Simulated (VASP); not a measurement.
Output of a VASP run:

File OUTCAR:
```
 ion  position               nearest neighbor table
   1  0.000  0.000  0.000-
  LATTYP: Found a body centered cubic cell.
 ALAT       =     3.0906000000
 Subroutine PRICEL returns:
 Original cell was already a primitive cell.
 Subroutine GETGRP returns: Found 48 space group operations
The static configuration has the point symmetry O_h .
The dynamic configuration has the point symmetry O_h .
 Subroutine INISYM returns: Found 48 space group operations
 Subroutine IBZKPT returns following result:
 Found    120 irreducible k-points:

 Following reciprocal coordinates:
            Coordinates               Weight
  0.000000  0.000000  0.000000      1.000000
  0.066667  0.000000  0.000000     12.000000
  0.133333  0.000000  0.000000     12.000000
  0.200000  0.000000  0.000000     12.000000
  0.266667  0.000000  0.000000     12.000000
  0.333333  0.000000  0.000000     12.000000
  0.400000  0.000000  0.000000     12.000000
  0.466667  0.000000  0.000000     12.000000
  0.066667  0.066667  0.000000     24.000000
  0.133333  0.066667 -0.000000     48.000000
  0.200000  0.066667  0.000000     48.000000
  0.266667  0.066667 -0.000000     48.000000
  0.333333  0.066667  0.000000     48.000000
  0.400000  0.066667 -0.000000     48.000000
  0.466667  0.066667 -0.000000     24.000000
  0.133333  0.133333  0.000000     24.000000
  0.200000  0.133333 -0.000000     48.000000
  0.266667  0.133333  0.000000     48.000000
  0.333333  0.133333  0.000000     48.000000
  0.400000  0.133333  0.000000     48.000000
  0.200000  0.200000  0.000000     24.000000
  0.266667  0.200000 -0.000000     48.000000
  0.333333  0.200000 -0.000000     48.000000
  0.400000  0.200000 -0.000000     24.000000
  0.266667  0.266667  0.000000     24.000000
  0.333333  0.266667  0.000000     48.000000
  0.333333  0.333333  0.000000      8.000000
  0.066667  0.066667  0.066667      8.000000
  0.133333  0.066667  0.066667     24.000000
  0.200000  0.066667  0.066667     24.000000
  0.266667  0.066667  0.066667     24.000000
  0.333333  0.066667  0.066667     24.000000
  0.400000  0.066667  0.066667     24.000000
 -0.066667  0.066667  0.066667      6.000000
  0.133333  0.133333  0.066667     24.000000
  0.200000  0.133333  0.066667     48.000000
  0.266667  0.133333  0.066667     48.000000
  0.333333  0.133333  0.066667     48.000000
  0.400000  0.133333  0.066667     24.000000
 -0.133333  0.133333  0.066667     24.000000
   k-points           NKPTS =    120   k-points in BZ     NKDIM =    120   number of bands    NBANDS=     10
   number of dos      NEDOS =    301   number of ions     NIONS =      1
   total plane-waves  NPLWV =   5832
   dimension x,y,z NGX =    18 NGY =   18 NGZ =   18
   dimension x,y,z NGXF=    36 NGYF=   36 NGZF=   36
   ions per type =               1
   PREC   = accura    normal or accurate (medium, high low for compatibility)
   ISTART =      0    job   : 0-new  1-cont  2-samecut
   ICHARG =      2    charge: 1-file 2-atom 10-const
   ISPIN  =      1    spin polarized calculation?
   LNONCOLLINEAR =      F non collinear calculations
   LSORBIT =      F    spin-orbit coupling
   INIWAV =      1    electr: 0-lowe 1-rand  2-diag
   ENCUT  =  400.0 eV  29.40 Ry    5.42 a.u.   4.36  4.36  4.36*2*pi/ulx,y,z
   NELM   =    100;   NELMIN=  2; NELMDL= -5     # of ELM steps
   EDIFF  = 0.1E-05   stopping-criterion for ELM
   LREAL  =      F    real-space projection
   NLSPLINE    = F    spline interpolate recip. space projectors
   LMAXMIX     =    4 max onsite mixed and CHGCAR
   VOSKOWN=      0    Vosko Wilk Nusair interpolation
   EDIFFG = 0.1E-04   stopping-criterion for IOM
   NSW    =      0    number of steps for IOM
   NBLOCK =      1;   KBLOCK =      1    inner block; outer block
   IBRION =     -1    ionic relax: 0-MD 1-quasi-New 2-CG
   NFREE  =      0    steps in history (QN), initial steepest desc. (CG)
...
```

### OSZICAR
```
       N       E                     dE             d eps       ncg     rms           ort
DAV:   1     0.718399089758E+02    0.71840E+02   -0.69626E+03  1200   0.131E+03
DAV:   2    -0.925617489705E+01   -0.81096E+02   -0.79521E+02  1200   0.330E+02
DAV:   3    -0.104817428582E+02   -0.12256E+01   -0.12092E+01  1200   0.477E+01
DAV:   4    -0.104896470414E+02   -0.79042E-02   -0.78898E-02  1200   0.388E+00
DAV:   5    -0.104897206433E+02   -0.73602E-04   -0.73602E-04  1200   0.384E-01
SDA:   6    -0.615397037811E+01    0.43358E+01   -0.73602E-04  1200   0.180E+02   0.000E+00
CGA:   7    -0.837787625915E+01   -0.22239E+01   -0.21401E+01  1200   0.252E+01   0.257E+00
CGA:   8    -0.874360377837E+01   -0.36573E+00   -0.38466E+00  1200   0.580E+00   0.177E+00
CGA:   9    -0.886886952979E+01   -0.12527E+00   -0.12564E+00  1200   0.151E+00  -0.133E-01
CGA:  10    -0.890991379535E+01   -0.41044E-01   -0.40950E-01  1200   0.789E-01   0.303E-03
CGA:  11    -0.892615703571E+01   -0.16243E-01   -0.16245E-01  1200   0.189E-01  -0.109E-03
CGA:  12    -0.893037962468E+01   -0.42226E-02   -0.42239E-02  1200   0.380E-02  -0.553E-04
CGA:  13    -0.893128354002E+01   -0.90392E-03   -0.90480E-03  1200   0.979E-03  -0.238E-04
CGA:  14    -0.893151629944E+01   -0.23276E-03   -0.23253E-03  1200   0.194E-03   0.678E-05
CGA:  15    -0.893156277488E+01   -0.46475E-04   -0.46466E-04  1200   0.358E-04   0.331E-06
CGA:  16    -0.893157193219E+01   -0.91573E-05   -0.91226E-05  1200   0.781E-05   0.798E-06
CGA:  17    -0.893157445632E+01   -0.25241E-05   -0.25483E-05  1200   0.238E-05  -0.222E-06
SDA:  18    -0.893157526221E+01   -0.80589E-06   -0.99108E-06  1200   0.116E-05  -0.913E-06
   1 F= -.89315753E+01 E0= -.89315425E+01  d E =-.982397E-04
```

File OUTCAR:
```
------------------------ aborting loop because EDIFF is reached ----------------------------------------
  FORCE on cell =-STRESS in cart. coord.  units (eV):
  Direction    XX          YY          ZZ          XY          YZ          ZX
  --------------------------------------------------------------------------------------
  Total       -1.4334762     -1.4334762     -1.4334762     -0.0000000      0.0000000      0.0000000
  in kB     -155.5975222   -155.5975222   -155.5975222     -0.0000000      0.0000000      0.0000000
  external PRESSURE =    -155.5975222 kB  Pullay stress =       0.0000000 kB
  volume of cell :       14.76
      direct lattice vectors                 reciprocal lattice vectors
    -1.545300000  1.545300000  1.545300000     0.000000000  0.323561768  0.323561768
     1.545300000 -1.545300000  1.545300000     0.323561768  0.000000000  0.323561768
     1.545300000  1.545300000 -1.545300000     0.323561768  0.323561768  0.000000000
 POSITION                                       TOTAL-FORCE (eV/Angst)
 -----------------------------------------------------------------------------------
      0.00000      0.00000      0.00000         0.000000     -0.000000     -0.000000
 -----------------------------------------------------------------------------------
    total drift:                               -0.000000      0.000000      0.000000
  FREE ENERGIE OF THE ION-ELECTRON SYSTEM (eV)
  ---------------------------------------------------
  free  energy   TOTEN  =        -8.9315752622 eV

  energy  without entropy=       -8.9314770225  energy(sigma->0) =       -8.93154252
```
(Selected blocks of OUTCAR.)

**POSCAR**
```
V
1
   -1.5453000000     1.5453000000     1.5453000000
    1.5453000000    -1.5453000000     1.5453000000
    1.5453000000     1.5453000000    -1.5453000000
V
1
Direct
  0.0000000000   0.0000000000   0.0000000000
```

Question: Reconstruct the remaining input files.

Answer: One answer among several that fit: the input of the run itself, PBE GGA, plane waves, VASP's PBE PAW potentials (set 64).

**KPOINTS**
```
K-points
0
Gamma
15 15 15
```

### INCAR
```
SIGMA = 0.1
LCHARG = F
ISMEAR = 1
GGA = PE
LWAVE = F
LMAXMIX = 4   # l cut-off of mixed one-centre charges
SYSTEM = V
NELM = 100   # most electronic steps
ENCUT = 400   # plane-wave cut-off (eV)
LASPH = T   # aspherical one-centre terms
EDIFF = 1E-6
ISIF = 2
LREAL = F   # projection in real space or not
ALGO = All   # all-band CG
PREC = Accurate
```

POTCAR, in this order: V_sv (PBE.64 set). Program: vasp_std.

The compound is V in the bcc structure. The cell was not relaxed at this level. The run is one of a series of settings (ALGO = All against the base run), some of them coarse on purpose. The run is not spin-polarised, so no magnetic state was tried.
